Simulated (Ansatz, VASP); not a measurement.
# BiTe in two plane-wave programs, part 2 of 2

Aim: how closely do two programs agree when they are given the same cell, functional and k mesh? The cell is taken from a series of runs on this material, whose earlier steps may have relaxed, scaled, displaced or heated it; both programs get it as it stands.

VASP 6.6.1 and Ansatz 0.2.0.

So far: Set-up; Ansatz: relaxation of cell and atoms, PBEsol; VASP: relaxation of cell and atoms, PBEsol.

### Step 3. VASP: relaxation of cell and atoms, PBEsol (continued)

Level of this step: PBEsol; plane waves and PAW (Bi_d, Te) (VASP).

Numbers of over 12 decimals in the logs are rounded to 6 here.

OUTCAR, selected parts (step 3):

```text
ion  position               nearest neighbor table
   1  0.263  0.748  0.250-   4 3.15   4 3.15   3 3.20   3 3.20   4 3.24   4 3.25
   2  0.737  0.252  0.750-   3 3.15   3 3.15   4 3.20   4 3.20   3 3.24   3 3.25
   3  0.223  0.752  0.750-   2 3.15   2 3.15   1 3.20   1 3.20   2 3.24   2 3.25
   4  0.777  0.248  0.250-   1 3.15   1 3.15   2 3.20   2 3.20   1 3.24   1 3.25

  LATTYP: Found a base centered orthorhombic cell.
 ALAT       =     6.3906300000
 B/A-ratio  =     1.0015175343
 C/A-ratio  =     1.0007952268

 Subroutine GETGRP returns: Found  4 space group operations
 (whereof  2 operations were pure point group operations)

The static configuration has the point symmetry S_2 .
 The point group associated with its full space group is C_2h.

 Found    260 irreducible k-points:

   k-points           NKPTS =    260   k-points in BZ     NKDIM =    260   number of bands    NBANDS=     27

   dimension x,y,z NGX =    36 NGY =   36 NGZ =   48
   dimension x,y,z NGXF=    72 NGYF=   72 NGZF=   96

   ENCUT  =  500.0 eV  36.75 Ry    6.06 a.u.   8.25  8.25 11.66*2*pi/ulx,y,z

   NELECT =      42.0000    total number of electrons

 k-points in reciprocal lattice and weights: Automatic mesh
   0.00000000  0.00000000  0.00000000       0.001
   0.10000000 -0.00000000  0.00000000       0.003
  -0.00000000  0.10000000  0.00000000       0.003
   0.20000000 -0.00000000  0.00000000       0.003
  -0.00000000  0.20000000  0.00000000       0.003
   0.30000000 -0.00000000  0.00000000       0.003
  -0.00000000  0.30000000  0.00000000       0.003
   0.40000000 -0.00000000  0.00000000       0.003
  -0.00000000  0.40000000  0.00000000       0.003
[...]
-0.40000000  0.40000000  0.50000000       0.003
   0.50000000  0.50000000  0.50000000       0.001

 average (electrostatic) potential at core
       1-104.0727       2-104.0727       3 -87.8535       4 -87.8535

 E-fermi :   6.9277

 k-point     1 :       0.0000    0.0000    0.0000
  band No.  band energies     occupation
    ...
     16       2.7341      2.00000
     17       2.7746      2.00000
     18       4.2806      2.00000
     19       4.2954      2.00000
     20       4.3274      2.00000
     21       8.8906     -0.00000
     22       9.1469     -0.00000
     23       9.1553     -0.00000
     24       9.2467     -0.00000
     25      10.5393     -0.00000
    ...

 k-point     2 :       0.1000   -0.0000    0.0000
  band No.  band energies     occupation
    ...
     16       2.8179      2.00000
     17       2.8775      2.00000
     18       4.2248      2.00000
     19       4.3750      2.00000
     20       4.4150      2.00000
     21       8.6542     -0.00000
     22       8.7528     -0.00000
     23       9.1761     -0.00000
     24       9.2617     -0.00000
     25      10.2799     -0.00000
    ...

 k-point     3 :      -0.0000    0.1000    0.0000
  band No.  band energies     occupation
    ...
     16       2.8396      2.00000
     17       2.8560      2.00000
     18       4.2234      2.00000
     19       4.3636      2.00000
     20       4.4290      2.00000
     21       8.6913     -0.00000
     22       8.7260     -0.00000
     23       9.1835     -0.00000
     24       9.2336     -0.00000
     25      10.2518     -0.00000
    ...

  Total       -0.0154774      0.0146079     -0.0061479      0.0021861      0.0000000      0.0000000
  in kB       -0.1896714      0.1790160     -0.0753407      0.0267901      0.0000000      0.0000000
  external PRESSURE =      -0.0286654 kB  Pullay stress =       0.0000000 kB

  energy-cutoff  :      500.00
  volume of cell :      130.74
      direct lattice vectors                 reciprocal lattice vectors
     3.198596608 -3.198234673  0.000000000     0.156318548 -0.156336252  0.000000000
     3.199240092  3.198877806  0.000000000     0.156287120  0.156304807  0.000000000
     0.000000000  0.000000000  6.388796252     0.000000000  0.000000000  0.156524009

 POSITION                                       TOTAL-FORCE (eV/Angst)
 -----------------------------------------------------------------------------------
      3.23869      1.55050      1.59720         0.002154      0.000499     -0.000000
      3.15914     -1.54986      4.79160        -0.002154     -0.000499      0.000000
      3.12119      1.69224      4.79160         0.001056     -0.003368      0.000000
      3.27665     -1.69160      1.59720        -0.001056      0.003368      0.000000
 -----------------------------------------------------------------------------------
    total drift:                                0.000000      0.000000     -0.000000

  FREE ENERGIE OF THE ION-ELECTRON SYSTEM (eV)
  ---------------------------------------------------
  free  energy   TOTEN  =       -15.9830049904 eV

  energy  without entropy=      -15.9838334035  energy(sigma->0) =      -15.98328113

 reached required accuracy - stopping structural energy minimisation

 total charge
# of ion       s       p       d       tot
------------------------------------------
    1        1.563   1.227   9.927  12.717
    2        1.563   1.227   9.927  12.717
    3        1.419   1.867   0.040   3.326
    4        1.419   1.867   0.040   3.326
--------------------------------------------------
tot          5.963   6.188  19.936  32.086

[... 3 further parts left out ...]
```

The run keeps the 4 symmetry operations of its start, so it cannot find a distortion of lower symmetry.

### Step 4. Comparison

Known differences besides the potentials themselves: the data sets hold 62 valence electrons in Ansatz (on its PAW soft_1 files) and 42 in VASP; the cutoff is 420 eV in Ansatz and 500 eV in VASP; Ansatz makes its cores anew for this functional, VASP keeps those of its PBE data sets; Ansatz adds a Pulay correction to the stress that steers its cell, VASP none. Total energies have different zeros and are not compared.

Compared:

| quantity | Ansatz | VASP | difference |
| --- | --- | --- | --- |
| volume (Å³) | 130.79 | 130.74 | +0.04 % |
| edge a after relaxation, in the typed setting (Å) | 4.523 | 4.523 | -0.01 % |
| edge b after relaxation, in the typed setting (Å) | 4.525 | 4.524 | +0.02 % |
| edge c after relaxation, in the typed setting (Å) | 6.391 | 6.389 | +0.03 % |

Found at a tolerance of 0.01 Å, the end structures differ in symmetry: Pmmn in Ansatz, P2_1/m in VASP; the atoms lie within 0.05 Å of each other, which can come from where the walks stopped or from unlike electronic states.

### Step 5. Outcome

* difference in volume (relaxation of cell and atoms, PBEsol): 0.041 %

What this shows: The difference in volume is 0.041 % (relaxation of cell and atoms, PBEsol), within the 1.2 % picked in this series as the mark of a large difference, as far as the stopping tolerances let one tell. The data sets hold unlike numbers of valence electrons (62 in Ansatz and 42 in VASP), so part of the differences comes from the potentials. Such differences can come from data sets, numerical settings and the points named under the comparisons, not from the functional's error against experiment.

[Lines on the potential files, build, host, timing and source positions are cut from VASP's logs without a mark.]

[Logs are printed without paths, hosts, clocks, repeated set-up lines and the standing remarks that a program may print on its own settings, such as how far it seeks lower states.]

[Hosts, paths, dates, database ids (printed as entryN), source tags and the programs' standing remarks are cut or masked in the printed files.]
